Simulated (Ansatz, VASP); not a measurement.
# Re (Rhenium) in two plane-wave programs, part 2 of 2

One calculation is typed for both programs; each brings its own data sets. How far apart do they land? The cell is taken from a series of runs on this material, whose earlier steps may have relaxed, scaled, displaced or heated it; both programs get it as it stands.

VASP 6.6.1 and Ansatz 0.2.0.

So far: Set-up; VASP: zone-centre phonons, PBEsol.

## Step 3: Ansatz: zone-centre phonons, PBEsol

Level of this step: Ansatz beside VASP: Kohn-Sham DFT, plane waves, PBEsol (Ansatz).

Ansatz runs on its PAW soft_1 files.

The same cell, functional, mesh and smearing now go to Ansatz, which takes its cutoff from its data sets.

input.yaml

```yaml
crystal:
  lattice:
    - [2.6682308298, 0.0, 0.0]
    - [-1.3341154149, 2.3107556818, 0.0]
    - [0.0, 0.0, 4.5249288252]
  atoms:
    - { symbol: Re, position: [0.3333333333, 0.6666666667, 0.25] }
    - { symbol: Re, position: [0.6666666667, 0.3333333333, 0.75] }
kpoints:
  mp_grid: { grid: [18, 18, 12] }
hamiltonian:
  xc: pbesol
  pseudopotentials: { kind: paw, azcp: { folder: soft_1 }, xc_functional: pbe }
scf:
  occupations: { method: methfessel_paxton, width: 0.2 }
output:
  eigenvalues: true
phonons:
  method: dfpt
```

The run is started by

```bash
ansatz run input.yaml --threads 4 --pin off --max-ram 10240MiB --backend cpu --events-out ev --progress --plain --runs-dir out
```

Numbers of over 12 decimals in the logs are rounded to 6 here.

What it wrote:

```text
zone centre: on kpoints.mp_grid the ground state, and the responses unless they are solved on pairs of k-points, stand on 637 of the mesh's 3888 k-points, reduced under 4 symmetry operations, with k and −k counted as one. Each operation leaves every solved displacement unchanged or reverses it
Engine: ansatz 0.2.0, x86_64-unknown-linux-gnu
Pseudopotentials: kind: paw
Pseudopotential: Re, paw, valence charge 15, recommended cutoff 420 eV (normal), soft_1/Re.paw.azcp
Functional definition: PBEsol
  exchange = pbesol_x
  correlation = pbesol_c
Crystal: 2 atoms, lattice volume = 27.899 Å³
Basis set: ecut = 420 eV, 549 PW (Γ), exchange–correlation on 36×36×64 points (8 copies of the dense FFT grid, shifted against one another)
Bands: 19, of which v1, the nominal top of the filled ones, is band 15 counted from 1 (14 counted from 0)
Symmetry: 24 space group operations
k-points: 637 of 3888 (irreducible under 4 space group operations, time reversal used)
Non-local potential: Re, projectors of the file, l = 0: 3, l = 1: 2, l = 2: 2, l = 3: 1
PAW form: soft (Blöchl's): semilocal exchange-correlation on the pseudo side does not see the compensation charge
PAW frozen core: Re, regenerated for the run's functional, and the local potential with it (the file was generated under x = pbe(κ = 0.804, μ = 0.219515), c = pbe(β = 0.066725))
PAW one-centre angular grid: Re, 590 points (default); XC on 64 Gauss nodes
Initial density: superposition of atomic densities (chi_scale 0.1, normalization cell)
Initial wavefunctions: pseudopotential atomic-orbital guess
Functional: x = pbesol(κ = 0.804, μ = 0.123457), c = pbesol(β = 0.046)
SCF iter   1: F=—  HF=-21476.999722 eV  |F-HF|=—  |Δ(HF+E_count)|=         —  Δρ=6.30e-2  dr2=9.72e-1  ethr=3.10e-3  ⟨swp⟩=4.8  Hψ=48589  notcnv=0
preconditioner: auto → none  [metal: Δε(μ)=0.005 eV  Ē_g=6.814 eV  σ=0.200 eV  W_gap=0.02  n_scr=8 (ndim 8)  ℏωp=26.3 eV  f_vac=0.000  D(μ)=1.49/eV (n_scr^D=22)  sad-step TF]
SCF iter   2: F=—  HF=-21476.731465 eV  |F-HF|=—  |Δ(HF+E_count)|=   2.68e-1  S|Δr|=    0.00e0  Δρ=3.68e-2  dr2=3.19e-1  ethr=3.10e-3  ⟨swp⟩=2.0  Hψ=19444  notcnv=0  defer=11
SCF iter   3: F=—  HF=-21476.607283 eV  |F-HF|=—  |Δ(HF+E_count)|=   1.24e-1  S|Δr|=    0.00e0  Δρ=1.69e-3  dr2=2.80e-4  ethr=1.06e-3  ⟨swp⟩=3.0  Hψ=23548  notcnv=0  defer=11
SCF iter   4: F=—  HF=-21476.607553 eV  |F-HF|=—  |Δ(HF+E_count)|=   2.70e-4  S|Δr|=    0.00e0  Δρ=1.66e-4  dr2=7.68e-6  ethr=9.32e-7  ⟨swp⟩=2.1  Hψ=17343  notcnv=0  defer=11
SCF iter   5: F=—  HF=-21476.607550 eV  |F-HF|=—  |Δ(HF+E_count)|=   3.36e-6  S|Δr|=    0.00e0  Δρ=2.58e-5  dr2=1.21e-7  ethr=2.56e-8  ⟨swp⟩=2.0  Hψ=16306  notcnv=0  defer=11
SCF iter   6: F=—  HF=-21476.607550 eV  |F-HF|=—  |Δ(HF+E_count)|=   4.91e-8  S|Δr|=    0.00e0  Δρ=2.75e-6  dr2=1.56e-9  ethr=4.03e-10  ⟨swp⟩=2.8  Hψ=22504  notcnv=0  defer=11
SCF iter   7: F=—  HF=-21476.607550 eV  |F-HF|=—  |Δ(HF+E_count)|=  9.46e-11  S|Δr|=    0.00e0  Δρ=2.32e-7  dr2=1.25e-11  ethr=5.20e-12  ⟨swp⟩=2.1  Hψ=17666  notcnv=0  defer=11
SCF iter   8: F=-21476.607550 eV  HF=-21476.607550 eV  |F-HF|=7.28e-12  |Δ(HF+E_count)|=    0.00e0  S|Δr|=    0.00e0  Δρ=4.42e-8  dr2=4.69e-13  ethr=1.00e-12  ⟨swp⟩=5.1  Hψ=48525  notcnv=0
the search or the solves at the SCF's close seem to have found levels that the self-consistency loop had missed (the run counts 2). By its estimate they hold under 1e-12 electrons; where the run keeps them, the occupations were computed again with them
SCF 1 converged in 8 iterations: F = -21476.607550 eV  dr2 = 4.69e-13
  greatest PAW one-centre occupation: 0.999 electrons in one spin orbital (limit 2), on the Re atom at site 1 (counted from 0), in its partial waves of l = 0
DFPT response loops at Γ: preconditioner auto → Kerker (q_TF=auto, 2.762 Å⁻¹) (partly filled bands, converged f_vac=0.000); β = 1.00, the filter's whole step (`scf.mixing.beta` (0.50) is not read by the response loops under this deck's `scf.mixing.preconditioner`; to damp them name `kerker` or `kerker_dos`, under which they read `scf.mixing.beta`, and type it under 1.00, their step now; both keys bind the ground state too); Broyden in place of MSR1
SCF converged after 8 iterations
Stability not checked: this state was not tested for a lower state beside it, because cold or Methfessel-Paxton smearing, or corrected tetrahedra, fill the levels in a way that the test cannot read (fill_not_monotonic; see scf.lower_state_search)
Free energy (F): -21476.607550 eV
Harris-Foulkes:  -21476.607550 eV  (|F-HF|=7.28e-12)
Internal energy: -21476.607146 eV  (E = F + TS)
E sigma→0 (E₀):  -21476.607449 eV
Entropy (-TS):   -0.000404 eV (-0.202 meV/atom)
Fermi energy:    25.461246 eV
--- Per-component energies (eV) ---
  E_band       = -103.179978
  E_kinetic    = 1053.342642
  E_local      = -1461.213215  (includes V_loc(G=0)·N_el)
  E_nonlocal   = 165.613874
  E_hartree    = 515.413525
  E_xc         = -711.078725
  E_vxc        = -583.372098  (∫ρ·V_xc dr)
  E_paw        = -17152.697463  (= ΣΔE_a)
  E_vpaw       = -308.378335  (= ΣTr[D̂ρ^β])
  E_aug_tail   = 0.000113  (compensation charges beyond the density's cutoff)
  E_ewald      = -3886.454550
  E_core_change = 0.466653  (= ΣΔE_core)
  E_smearing   = -0.000404  (= −TS)
  E_closure    = -0.000000  (closes the sum)
  Σ components = -21476.607550   (vs F -21476.607550, Δ=0.00e0)
--- Band table (eV; the first three rows and the last of 637) ---
  k-point 0: bands = [... 11 lower, 23.7461, 23.7461, 24.5125, 24.5125, 25.5870, 26.0666, 26.0666, 29.0572]
  k-point 1: bands = [... 11 lower, 23.7213, 23.7213, 24.4707, 24.4707, 25.3568, 26.1626, 26.1626, 29.0561]
  k-point 2: bands = [... 11 lower, 23.6656, 23.6656, 24.3561, 24.3561, 24.7662, 26.4272, 26.4272, 29.0379]
  k-point 636: bands = [... 11 lower, 21.8478, 23.1645, 23.1645, 25.1447, 25.1447, 29.6069, 29.6069, 32.4867]
--- Phonons (Γ-DFPT): 2 representative perturbations + reference, on 637 of 3888 k-points (Σ response iterations 5) ---
  k mesh reduced under 4 symmetry operations, with k and −k counted as one. Each operation leaves every solved displacement unchanged or reverses it
  ASR residual: 4.630e-5 → 0.000e0 eV/Å²; symmetrization residual: 8.195e-14 eV/Å²
  ASR residual per site (eV/Å²): 4.63e-5 4.63e-5
  Γ frequencies (cm⁻¹): 0.00 0.00 0.00 113.00 126.95 126.95
  non-analytic LO–TO correction: not included (Born effective charges unavailable; polar crystals: no LO–TO splitting at Γ)
```

In the SCF lines HF is the Harris–Foulkes energy and dr2 the Hartree energy of the density residual, in eV; the loop may stop once dr2 is under the threshold and the program's other checks hold. Hψ counts applications of the Hamiltonian.

## Step 4: Side by side

Known differences besides the potentials themselves: the data sets hold 30 valence electrons in Ansatz (on its PAW soft_1 files) and 14 in VASP; the cutoff is 420 eV in Ansatz and 600 eV in VASP; Ansatz makes its cores anew for this functional, VASP keeps those of its PBE data sets. Total energies have different zeros and are not compared.

The two programs side by side:

```
                  quantity  Ansatz   VASP  difference
     optical mode 1 (cm⁻¹)   113.0  108.7     +3.97 %
optical mode 2 to 3 (cm⁻¹)   127.0  125.8     +0.89 %
```

Modes are paired by rising frequency, not by their patterns, so a pair may set unlike modes beside each other; they are those without the splitting of longitudinal modes.

## Step 5: What came out

```json
{"r.m.s. difference of the optical zone-centre modes, each program's sorted by frequency (zone-centre phonons, PBEsol)": "2.7 cm⁻¹", "difference in optical mode 1 (zone-centre phonons, PBEsol)": "+4.0 %"}
```

The r.m.s. difference of the optical zone-centre modes, each program's sorted by frequency is 2.7 cm⁻¹ (zone-centre phonons, PBEsol). The data sets hold unlike numbers of valence electrons (30 in Ansatz and 14 in VASP), so part of the differences comes from the potentials. Among the rows given in per cent, the largest difference of the zone-centre phonons, PBEsol pair is in optical mode 1, +4.0 %. Such differences can come from data sets, numerical settings and the points named under the comparisons, not from the functional's error against experiment.

[Lines on the potential files, build, host, timing and source positions are cut from VASP's logs without a mark.]

[Logs are printed without paths, hosts, clocks, repeated set-up lines and the standing remarks that a program may print on its own settings, such as how far it seeks lower states.]

[Hosts, paths, dates, database ids (printed as entryN), source tags and the programs' standing remarks are cut or masked in the printed files.]
